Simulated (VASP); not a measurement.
Consider the following.

```yaml
crystal:
  lattice:
    - [4.20177, 0.00000, 0.00000]
    - [-2.10089, 3.63884, 0.00000]
    - [0.00000, 0.00000, 17.06243]
  atoms:
    - { symbol: Te, position: [0.00000, 0.00000, 0.00000] }
    - { symbol: Te, position: [0.33333, 0.66667, 0.21979] }
    - { symbol: Te, position: [0.66667, 0.33333, 0.78021] }
    - { symbol: Te, position: [0.66667, 0.33333, 0.42149] }
    - { symbol: Te, position: [0.33333, 0.66667, 0.57851] }
    - { symbol: Sb, position: [0.66667, 0.33333, 0.11713] }
    - { symbol: Sb, position: [0.33333, 0.66667, 0.88287] }
    - { symbol: Ge, position: [0.00000, 0.00000, 0.33861] }
    - { symbol: Ge, position: [0.00000, 0.00000, 0.66139] }
```

Level of theory: PBEsol GGA, VASP's PBE PAW potentials (set 64) (plane waves; VASP). Run with 400 eV cut-off, 9×9×2 Γ-centred mesh, tetrahedra with Blöchl corrections, potentials Te Sb Ge_d.

Predict the energy per atom (σ→0).

The energy per atom (σ→0) comes out as -4.159 eV/atom.

The absolute energy has meaning only against runs of the same code, potentials and settings.

The structure was generated: Ge2Sb2Te5 was put into the Ge2Sb2Te5-Petrov type (P-3m1), which need not be its known phase. It was relaxed first.
